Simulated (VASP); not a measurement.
# AlCr2C: magnetic orders, part 4 of 5

Is AlCr2C a ferromagnet or an antiferromagnet at this level? The start is a computed cell from the Materials Project.

VASP 6.6.1, plane waves and PAW; the level of theory is named at each step.

Still holding for the runs below: The k-mesh is coarse for a metal.

So far, largest spin moment in the PAW sphere (μB): step 2 (magnetic order, start order fm, signs ++++) 1.54; step 3 (magnetic order, start order AFM 1, signs +--+) 1.19.

### Step 4. Magnetic order, start order AFM 2, signs +-+-

Level of this step: PBEsol, DFT+U (Cr d 2 eV), spin-polarised, from moments of both signs; plane waves and PAW (Cr, Al, C) (VASP).

The input, INCAR:

```
SYSTEM = AlCr2C
PREC = Normal
ENCUT = 480
EDIFF = 1E-06
NELM = 150
ISMEAR = 0
SIGMA = 0.05
LREAL = .FALSE.
ALGO = Normal
GGA = PS
NBANDS = 33
ISPIN = 2
MAGMOM = 3 -3 3 -3 0 0 0 0
LDAU = .TRUE.
LDAUTYPE = 2
LDAUL = 2 -1 -1
LDAUU = 2 0 0
LDAUJ = 0 0 0
LDAUPRINT = 1
LASPH = .TRUE.
LMAXMIX = 4
LORBIT = 11
LWAVE = .FALSE.
LCHARG = .FALSE.
AMIX = 0.2
BMIX = 1E-04
AMIX_MAG = 0.8
BMIX_MAG = 1E-04
```

The input, POSCAR:

```
AlCr2C
1.0
    2.8251010646      0.0000000000      0.0000000000
   -1.4125505323      2.4466092902      0.0000000000
    0.0000000000      0.0000000000     12.6013736800
Cr Al C
4 2 2
Direct
    0.3333333333      0.6666666667      0.0850588400
    0.6666666667      0.3333333333      0.5850588400
    0.6666666667      0.3333333333      0.9149411600
    0.3333333333      0.6666666667      0.4149411600
    0.3333333333      0.6666666667      0.7500000000
    0.6666666667      0.3333333333      0.2500000000
    0.0000000000      0.0000000000      0.0000000000
    0.0000000000      0.0000000000      0.5000000000
```

The input, KPOINTS:

```
Automatic mesh
0
Gamma
7 7 2
0 0 0
```

PAW data sets: Cr, Al and C (PBE family, release 64).

Command:

```sh
mpirun -np 1 vasp_std
```

Output:

```text
[... set-up lines as in an earlier step ...]
 entering main loop
       N       E                     dE             d eps       ncg     rms          rms(c)
DAV:   1     0.271783360930E+03    0.27178E+03   -0.13387E+04  2112   0.117E+03
DAV:   2    -0.284280638573E+02   -0.30021E+03   -0.28191E+03  2112   0.288E+02
DAV:   3    -0.706697278708E+02   -0.42242E+02   -0.40056E+02  3208   0.112E+02
DAV:   4    -0.731205654535E+02   -0.24508E+01   -0.24089E+01  3330   0.322E+01
[...]
DAV:  37    -0.600587902849E+02    0.67651E-05   -0.21140E-06  1216   0.126E-02    0.355E-02
DAV:  38    -0.600587979451E+02   -0.76602E-05   -0.24747E-06  1173   0.126E-02    0.359E-02
DAV:  39    -0.600587979516E+02   -0.64613E-08   -0.12723E-07  1151   0.265E-03
   1 F= -.60058798E+02 E0= -.60052393E+02  d E =-.128100E-01  mag=     0.0000
```

Elapsed: 3.6 min, on 1 MPI rank of AMD EPYC 7R43, shared host; peak memory 0.17 GiB.

Parts of OUTCAR (step 4):

```text
  Total        1.1492313      1.1492313      4.6652982      0.0000000      0.0000000      0.0000000
  in kB       21.1398313     21.1398313     85.8170320      0.0000000      0.0000000      0.0000000
  external PRESSURE =      42.6988982 kB  Pullay stress =       0.0000000 kB

 POSITION                                       TOTAL-FORCE (eV/Angst)
 -----------------------------------------------------------------------------------
     -0.00000      1.63107      1.07186        -0.000000     -0.000000      0.849354
      1.41255      0.81554      7.37255        -0.000000      0.000000      0.849354
      1.41255      0.81554     11.52952        -0.000000      0.000000     -0.849354
     -0.00000      1.63107      5.22883        -0.000000     -0.000000     -0.849354
     -0.00000      1.63107      9.45103        -0.000000      0.000000      0.000000
      1.41255      0.81554      3.15034         0.000000     -0.000000      0.000000
      0.00000      0.00000      0.00000        -0.000000      0.000000      0.000000
      0.00000      0.00000      6.30069        -0.000000      0.000000      0.000000
 -----------------------------------------------------------------------------------
    total drift:                               -0.000000      0.000000     -0.000000

  FREE ENERGIE OF THE ION-ELECTRON SYSTEM (eV)
  ---------------------------------------------------
  free  energy   TOTEN  =       -60.0587979516 eV

  energy  without entropy=      -60.0459879421  energy(sigma->0) =      -60.05239295

 magnetization (x)
# of ion       s       p       d       tot
------------------------------------------
    1        0.001  -0.008   1.174   1.167
    2       -0.001   0.008  -1.174  -1.167
    3        0.001  -0.008   1.174   1.167
    4       -0.001   0.008  -1.174  -1.167
    5        0.000   0.000   0.000   0.000
    6        0.000   0.000   0.000   0.000
    7       -0.018  -0.126   0.000  -0.144
    8        0.018   0.126   0.000   0.144
--------------------------------------------------
tot          0.000   0.000  -0.000  -0.000

[... 2 parts as in an earlier step ...]

[... 1 further part left out ...]
[key lines of the parts left out:]
E-fermi :   8.3911
```

Spin moment in the PAW sphere by atom:

```csv
atom,spin moment in the PAW sphere (μB)
Cr1,1.17
Cr2,-1.17
Cr3,1.17
Cr4,-1.17
Al5,0.00
Al6,0.00
C7,-0.14
C8,0.14
```

The largest moment at the end is 1.17 μB, and the moments of the cell sum to 0.00 μB.

### Step 5. Magnetic order, start order AFM 3, signs ++--

Changes to INCAR since step 4:

```diff
@@ -12,3 +12,3 @@
 ISPIN = 2
-MAGMOM = 3 -3 3 -3 0 0 0 0
+MAGMOM = 3 3 -3 -3 0 0 0 0
 LDAU = .TRUE.
```

POSCAR is that of step 4.

KPOINTS is that of step 4.

Command:

```sh
mpirun -np 1 vasp_std
```

Output:

```text
[... set-up lines as in an earlier step ...]
 entering main loop
       N       E                     dE             d eps       ncg     rms          rms(c)
DAV:   1     0.270632725238E+03    0.27063E+03   -0.13385E+04  2112   0.117E+03
DAV:   2    -0.292511364467E+02   -0.29988E+03   -0.28120E+03  2113   0.288E+02
DAV:   3    -0.713278409922E+02   -0.42077E+02   -0.39780E+02  3134   0.112E+02
DAV:   4    -0.738374452990E+02   -0.25096E+01   -0.24633E+01  3311   0.325E+01
[...]
DAV:  21    -0.603259979667E+02   -0.64201E-05   -0.47195E-05  3668   0.506E-02    0.475E-03
DAV:  22    -0.603259992837E+02   -0.13170E-05   -0.10051E-05  2453   0.222E-02    0.352E-03
DAV:  23    -0.603259993287E+02   -0.45037E-07   -0.81770E-07  1288   0.922E-03
   1 F= -.60325999E+02 E0= -.60320349E+02  d E =-.113016E-01  mag=     0.0000
```

Wall time 2.4 min (1 MPI rank); peak memory 0.16 GiB.

From OUTCAR (step 5):

```text
  Total        0.2084014      0.2084014      0.7720514      0.0000000     -0.0000000      0.0000000
  in kB        3.8334942      3.8334942     14.2016983      0.0000000     -0.0000000      0.0000000
  external PRESSURE =       7.2895622 kB  Pullay stress =       0.0000000 kB

 POSITION                                       TOTAL-FORCE (eV/Angst)
 -----------------------------------------------------------------------------------
     -0.00000      1.63107      1.07186        -0.000000     -0.000000      0.174516
      1.41255      0.81554      7.37255         0.000000     -0.000000      0.174516
      1.41255      0.81554     11.52952         0.000000      0.000000     -0.174516
     -0.00000      1.63107      5.22883        -0.000000      0.000000     -0.174516
     -0.00000      1.63107      9.45103        -0.000000     -0.000000     -0.000000
      1.41255      0.81554      3.15034         0.000000      0.000000     -0.000000
      0.00000      0.00000      0.00000        -0.000000      0.000000     -0.000000
      0.00000      0.00000      6.30069        -0.000000      0.000000     -0.000000
 -----------------------------------------------------------------------------------
    total drift:                               -0.000000      0.000000     -0.000000

  FREE ENERGIE OF THE ION-ELECTRON SYSTEM (eV)
  ---------------------------------------------------
  free  energy   TOTEN  =       -60.3259993287 eV

  energy  without entropy=      -60.3146977059  energy(sigma->0) =      -60.32034852

 magnetization (x)
# of ion       s       p       d       tot
------------------------------------------
    1        0.006   0.015   0.707   0.729
    2        0.006   0.015   0.707   0.729
    3       -0.006  -0.015  -0.707  -0.729
    4       -0.006  -0.015  -0.707  -0.729
    5        0.000   0.000   0.000   0.000
    6        0.000   0.000   0.000   0.000
    7        0.000   0.000   0.000   0.000
    8        0.000   0.000   0.000   0.000
--------------------------------------------------
tot          0.000   0.000   0.000   0.000

[... 2 parts as in an earlier step ...]

[... 1 further part left out ...]
[key lines of the parts left out:]
E-fermi :   8.3861
```

The largest moment at the end is 0.73 μB, and the moments of the cell sum to 0.00 μB.

### Step 6. The series together

Times are for 1 MPI rank of AMD EPYC 7R43, shared host. The runs compared:

```csv
no.,start order,energy at zero smearing less the lowest (eV),"moment of the cell, from the last line of the log (μB)",time,memory (GiB)
1,fm,0.1490,5.584,2.7 min,0.16
2,afm 1,0,0,1.9 min,0.16
3,afm 2,0.4031,0,3.6 min,0.17
4,afm 3,0.1352,0,2.4 min,0.16
```

### Step 7. No spin polarisation

This step: PBEsol, DFT+U (Cr d 2 eV), no spin polarisation; plane waves and PAW (Cr, Al, C) (VASP 6.6.1).

A run without spin shows what magnetism as such gains.

Changes to INCAR since step 5:

```diff
@@ -10,5 +10,3 @@
 GGA = PS
-NBANDS = 33
-ISPIN = 2
-MAGMOM = 3 3 -3 -3 0 0 0 0
+NBANDS = 27
 LDAU = .TRUE.
```

POSCAR is that of step 5.

KPOINTS is that of step 5.

Command:

```sh
mpirun -np 1 vasp_std
```

Output:

```text
[... set-up lines as in an earlier step ...]
 entering main loop
       N       E                     dE             d eps       ncg     rms          rms(c)
DAV:   1     0.277114653284E+03    0.27711E+03   -0.13943E+04   864   0.143E+03
DAV:   2    -0.216917152990E+02   -0.29881E+03   -0.28593E+03   864   0.342E+02
DAV:   3    -0.724785214252E+02   -0.50787E+02   -0.49006E+02  1416   0.141E+02
DAV:   4    -0.758094475513E+02   -0.33309E+01   -0.32345E+01  1461   0.432E+01
DAV:   5    -0.758715130941E+02   -0.62066E-01   -0.61930E-01  1407   0.662E+00    0.475E+01
DAV:   6    -0.609712354389E+02    0.14900E+02   -0.69564E+01  1332   0.842E+01    0.140E+01
DAV:   7    -0.603950764959E+02    0.57616E+00   -0.80491E+00  1440   0.192E+01    0.768E+00
DAV:   8    -0.603302014154E+02    0.64875E-01   -0.87765E-01  1329   0.746E+00    0.540E+00
DAV:   9    -0.603235169854E+02    0.66844E-02   -0.12409E+00  1322   0.868E+00    0.202E+00
DAV:  10    -0.602763133343E+02    0.47204E-01   -0.36325E-01  1290   0.588E+00    0.704E-01
DAV:  11    -0.602788256541E+02   -0.25123E-02   -0.20073E-02  1309   0.107E+00    0.548E-01
DAV:  12    -0.602841378566E+02   -0.53122E-02   -0.17592E-02  1159   0.144E+00    0.172E-01
DAV:  13    -0.602839078832E+02    0.22997E-03   -0.13371E-03  1216   0.358E-01    0.110E-01
DAV:  14    -0.602842318508E+02   -0.32397E-03   -0.18480E-03  1381   0.266E-01    0.639E-02
DAV:  15    -0.602842114903E+02    0.20360E-04   -0.28356E-04  1266   0.181E-01    0.514E-02
DAV:  16    -0.602842380120E+02   -0.26522E-04   -0.71381E-05  1333   0.530E-02    0.194E-02
DAV:  17    -0.602842422211E+02   -0.42091E-05   -0.70080E-05  1381   0.606E-02    0.168E-02
DAV:  18    -0.602842428309E+02   -0.60975E-06   -0.14653E-05  1346   0.368E-02    0.459E-03
DAV:  19    -0.602842427619E+02    0.68979E-07   -0.10943E-06   584   0.126E-02
   1 F= -.60284243E+02 E0= -.60277991E+02  d E =-.125037E-01
```

Elapsed: 48 s, on 1 MPI rank; peak memory 0.13 GiB.

OUTCAR, selected parts (step 7):

```text
   k-points           NKPTS =     16   k-points in BZ     NKDIM =     16   number of bands    NBANDS=     27

   NELECT =      38.0000    total number of electrons

atom =   1  type =  1  l = 2

 onsite density matrix

spin component  1

  0.4376 -0.0000 -0.0000 -0.0913  0.0000
 -0.0000  0.5309  0.0000 -0.0000 -0.0913
 -0.0000  0.0000  0.4194  0.0000 -0.0000
 -0.0913 -0.0000  0.0000  0.5309 -0.0000
  0.0000 -0.0913 -0.0000 -0.0000  0.4376

spin component  2

 occupancies and eigenvectors

  o =  0.3817  v =  0.0000  0.5221  0.0000  0.0000  0.8529  0.0000  0.0000  0.0000  0.0000  0.0000      0.0000  0.0000  0.0000  0.0000  0.0000  0.0000  0.0000  0.0000  0.0000  0.0000
  o =  0.3817  v =  0.0000  0.0000  0.0000  0.0000  0.0000  0.0000  0.5221  0.0000  0.0000  0.8529      0.0000  0.0000  0.0000  0.0000  0.0000  0.0000  0.0000  0.0000  0.0000  0.0000
  o =  0.3817  v =  0.0000  0.0000  0.0000  0.0000  0.0000 -0.8529  0.0000 -0.0000 -0.5221  0.0000      0.0000  0.0000  0.0000  0.0000  0.0000  0.0000  0.0000  0.0000  0.0000  0.0000
  o =  0.3817  v = -0.8529  0.0000 -0.0000 -0.5221  0.0000  0.0000  0.0000  0.0000  0.0000  0.0000      0.0000  0.0000  0.0000  0.0000  0.0000  0.0000  0.0000  0.0000  0.0000  0.0000
  o =  0.4194  v =  0.0000 -0.0000  1.0000 -0.0000 -0.0000  0.0000  0.0000  0.0000  0.0000  0.0000      0.0000  0.0000  0.0000  0.0000  0.0000  0.0000  0.0000  0.0000  0.0000  0.0000
  o =  0.4194  v =  0.0000  0.0000  0.0000  0.0000  0.0000  0.0000 -0.0000  1.0000 -0.0000 -0.0000      0.0000  0.0000  0.0000  0.0000  0.0000  0.0000  0.0000  0.0000  0.0000  0.0000
  o =  0.5868  v =  0.0000 -0.8529 -0.0000  0.0000  0.5221  0.0000  0.0000  0.0000  0.0000  0.0000      0.0000  0.0000  0.0000  0.0000  0.0000  0.0000  0.0000  0.0000  0.0000  0.0000
  o =  0.5868  v =  0.0000  0.0000  0.0000  0.0000  0.0000  0.0000 -0.8529 -0.0000  0.0000  0.5221      0.0000  0.0000  0.0000  0.0000  0.0000  0.0000  0.0000  0.0000  0.0000  0.0000
  o =  0.5868  v =  0.5221  0.0000 -0.0000 -0.8529  0.0000  0.0000  0.0000  0.0000  0.0000  0.0000      0.0000  0.0000  0.0000  0.0000  0.0000  0.0000  0.0000  0.0000  0.0000  0.0000
  o =  0.5868  v =  0.0000  0.0000  0.0000  0.0000  0.0000  0.5221  0.0000 -0.0000 -0.8529  0.0000      0.0000  0.0000  0.0000  0.0000  0.0000  0.0000  0.0000  0.0000  0.0000  0.0000

atom =   2  type =  1  l = 2

 onsite density matrix

spin component  1

  0.4376 -0.0000 -0.0000  0.0913  0.0000
 -0.0000  0.5309 -0.0000 -0.0000  0.0913
 -0.0000 -0.0000  0.4194 -0.0000 -0.0000
  0.0913 -0.0000 -0.0000  0.5309 -0.0000
  0.0000  0.0913 -0.0000 -0.0000  0.4376

spin component  2

 occupancies and eigenvectors

  o =  0.3817  v =  0.0000  0.5221 -0.0000  0.0000 -0.8529  0.0000  0.0000  0.0000  0.0000  0.0000      0.0000  0.0000  0.0000  0.0000  0.0000  0.0000  0.0000  0.0000  0.0000  0.0000
  o =  0.3817  v =  0.0000  0.0000  0.0000  0.0000  0.0000  0.0000  0.5221 -0.0000  0.0000 -0.8529      0.0000  0.0000  0.0000  0.0000  0.0000  0.0000  0.0000  0.0000  0.0000  0.0000
  o =  0.3817  v =  0.0000  0.0000  0.0000  0.0000  0.0000 -0.8529  0.0000 -0.0000  0.5221  0.0000      0.0000  0.0000  0.0000  0.0000  0.0000  0.0000  0.0000  0.0000  0.0000  0.0000
  o =  0.3817  v = -0.8529  0.0000 -0.0000  0.5221  0.0000  0.0000  0.0000  0.0000  0.0000  0.0000      0.0000  0.0000  0.0000  0.0000  0.0000  0.0000  0.0000  0.0000  0.0000  0.0000
  o =  0.4194  v =  0.0000 -0.0000 -1.0000 -0.0000  0.0000  0.0000  0.0000  0.0000  0.0000  0.0000      0.0000  0.0000  0.0000  0.0000  0.0000  0.0000  0.0000  0.0000  0.0000  0.0000
  o =  0.4194  v =  0.0000  0.0000  0.0000  0.0000  0.0000  0.0000 -0.0000 -1.0000 -0.0000  0.0000      0.0000  0.0000  0.0000  0.0000  0.0000  0.0000  0.0000  0.0000  0.0000  0.0000
  o =  0.5868  v =  0.0000  0.8529 -0.0000 -0.0000  0.5221  0.0000  0.0000  0.0000  0.0000  0.0000      0.0000  0.0000  0.0000  0.0000  0.0000  0.0000  0.0000  0.0000  0.0000  0.0000
[...]
o =  0.5868  v =  0.0000  0.0000  0.0000  0.0000  0.0000  0.5221  0.0000 -0.0000 -0.8529  0.0000      0.0000  0.0000  0.0000  0.0000  0.0000  0.0000  0.0000  0.0000  0.0000  0.0000

atom =   4  type =  1  l = 2

 onsite density matrix

spin component  1

  0.4376 -0.0000 -0.0000  0.0913 -0.0000
 -0.0000  0.5309 -0.0000  0.0000  0.0913
 -0.0000 -0.0000  0.4194 -0.0000 -0.0000
  0.0913  0.0000 -0.0000  0.5309 -0.0000
 -0.0000  0.0913 -0.0000 -0.0000  0.4376

spin component  2

 occupancies and eigenvectors

  o =  0.3817  v =  0.0000 -0.5221  0.0000  0.0000  0.8529  0.0000  0.0000  0.0000  0.0000  0.0000      0.0000  0.0000  0.0000  0.0000  0.0000  0.0000  0.0000  0.0000  0.0000  0.0000
  o =  0.3817  v =  0.0000  0.0000  0.0000  0.0000  0.0000  0.0000 -0.5221  0.0000  0.0000  0.8529      0.0000  0.0000  0.0000  0.0000  0.0000  0.0000  0.0000  0.0000  0.0000  0.0000
  o =  0.3817  v =  0.0000  0.0000  0.0000  0.0000  0.0000 -0.8529  0.0000 -0.0000  0.5221 -0.0000      0.0000  0.0000  0.0000  0.0000  0.0000  0.0000  0.0000  0.0000  0.0000  0.0000
  o =  0.3817  v = -0.8529  0.0000 -0.0000  0.5221 -0.0000  0.0000  0.0000  0.0000  0.0000  0.0000      0.0000  0.0000  0.0000  0.0000  0.0000  0.0000  0.0000  0.0000  0.0000  0.0000
  o =  0.4194  v =  0.0000  0.0000  1.0000  0.0000 -0.0000  0.0000  0.0000  0.0000  0.0000  0.0000      0.0000  0.0000  0.0000  0.0000  0.0000  0.0000  0.0000  0.0000  0.0000  0.0000
  o =  0.4194  v =  0.0000  0.0000  0.0000  0.0000  0.0000  0.0000  0.0000  1.0000  0.0000 -0.0000      0.0000  0.0000  0.0000  0.0000  0.0000  0.0000  0.0000  0.0000  0.0000  0.0000
  o =  0.5868  v =  0.0000  0.8529 -0.0000  0.0000  0.5221  0.0000  0.0000  0.0000  0.0000  0.0000      0.0000  0.0000  0.0000  0.0000  0.0000  0.0000  0.0000  0.0000  0.0000  0.0000
  o =  0.5868  v =  0.0000  0.0000  0.0000  0.0000  0.0000  0.0000  0.8529 -0.0000  0.0000  0.5221      0.0000  0.0000  0.0000  0.0000  0.0000  0.0000  0.0000  0.0000  0.0000  0.0000
  o =  0.5868  v =  0.5221  0.0000 -0.0000  0.8529 -0.0000  0.0000  0.0000  0.0000  0.0000  0.0000      0.0000  0.0000  0.0000  0.0000  0.0000  0.0000  0.0000  0.0000  0.0000  0.0000
  o =  0.5868  v =  0.0000  0.0000  0.0000  0.0000  0.0000  0.5221  0.0000 -0.0000  0.8529 -0.0000      0.0000  0.0000  0.0000  0.0000  0.0000  0.0000  0.0000  0.0000  0.0000  0.0000

 E-fermi :   8.3904

 k-point     1 :       0.0000    0.0000    0.0000
  band No.  band energies     occupation
    ...
     18       7.3908      2.00000
     19       7.8980      2.00000
     20       7.8980      2.00000
     21       7.9309      2.00000
     22       7.9309      2.00000
     23       9.0075      0.00000
     24       9.0075      0.00000
     25       9.0564      0.00000
     26       9.0564      0.00000
     27      11.1593      0.00000

 k-point     2 :       0.1429    0.0000    0.0000
  band No.  band energies     occupation
    ...
     18       7.6188      2.00000
     19       7.6494      2.00000
     20       7.8971      2.00000
     21       7.9242      2.00000
     22       8.0232      2.00000
     23       9.0799      0.00000
     24       9.1223      0.00000
     25       9.1368      0.00000
     26       9.3381      0.00000
     27      11.2791      0.00000

  Total       -0.7816015     -0.7816015     -0.8053285     -0.0000000     -0.0000000      0.0000000
  in kB      -14.3773710    -14.3773710    -14.8138236     -0.0000000     -0.0000000      0.0000000
  external PRESSURE =     -14.5228552 kB  Pullay stress =       0.0000000 kB

 POSITION                                       TOTAL-FORCE (eV/Angst)
 -----------------------------------------------------------------------------------
     -0.00000      1.63107      1.07186        -0.000000      0.000000     -0.070450
      1.41255      0.81554      7.37255         0.000000      0.000000     -0.070450
      1.41255      0.81554     11.52952        -0.000000      0.000000      0.070450
     -0.00000      1.63107      5.22883         0.000000     -0.000000      0.070450
     -0.00000      1.63107      9.45103        -0.000000      0.000000      0.000000
      1.41255      0.81554      3.15034         0.000000     -0.000000      0.000000
      0.00000      0.00000      0.00000        -0.000000     -0.000000      0.000000
      0.00000      0.00000      6.30069        -0.000000     -0.000000      0.000000
 -----------------------------------------------------------------------------------
    total drift:                               -0.000000      0.000000     -0.000000

  FREE ENERGIE OF THE ION-ELECTRON SYSTEM (eV)
  ---------------------------------------------------
  free  energy   TOTEN  =       -60.2842427619 eV

  energy  without entropy=      -60.2717390732  energy(sigma->0) =      -60.27799092

[... 8 parts as in an earlier step ...]

[... 7 further parts left out ...]
```

This run has no spin polarisation, so a moment on Cr, if there is one, isn't seen. A U on the itinerant d states of such a compound is hard to justify; it moves the bands at the Fermi level.

Numbers from this step:

- electronic cycles: 19
- free energy (TOTEN): -60.2842 eV
- energy at zero smearing: -60.2780 eV
- Fermi energy: 8.390 eV

Force by atom:

```csv
atom,x (eV/Å),y (eV/Å),z (eV/Å),size
Cr1,0.0000,0.0000,-0.0704,0.0704
Cr2,0.0000,0.0000,-0.0704,0.0704
Cr3,0.0000,0.0000,0.0704,0.0704
Cr4,0.0000,0.0000,0.0704,0.0704
Al5,0.0000,0.0000,0.0000,0.0000
Al6,0.0000,0.0000,0.0000,0.0000
C7,0.0000,0.0000,0.0000,0.0000
C8,0.0000,0.0000,0.0000,0.0000
```

Energy at zero smearing: -60.27799 eV.

### Step 8. Summary

This step: collinear magnetic orders, PBEsol, DFT+U (Cr d 2 eV); plane waves and PAW (VASP 6.6.1).

This step runs nothing: it gathers the runs above.

This step gave:

- mean moment in the lowest run: 1.193 μB

Orders, by row:

```csv
order,signs,energy above the lowest (meV/magnetic atom),total moment (μB),mean moment on carriers (μB),gap on the mesh (eV),"signs at the end, of the atoms given a moment"
fm,++++,37.25,5.584,1.538,0,++++
afm 1,+--+,0,0,1.193,0,+--+
afm 2,+-+-,100.8,0,1.167,0,+-+-
afm 3,++--,33.8,0,0.729,0,++--
nm,,44.39,0,0,0,-
```

[end of part 4 of 5]

[Lines on the potential files, build, host, timing and source positions are cut from VASP's logs without a mark.]

[Logs are printed without paths, hosts, clocks, repeated set-up lines and the standing remarks that a program may print on its own settings, such as how far it seeks lower states.]

[Hosts, paths, dates, database ids (printed as entryN), source tags and the programs' standing remarks are cut or masked in the printed files.]

[In band tables of VASP the shares of atoms and orbitals are scaled to a sum of 1 inside the atoms' spheres.]

[Runs that stopped without an error message from VASP are left out.]
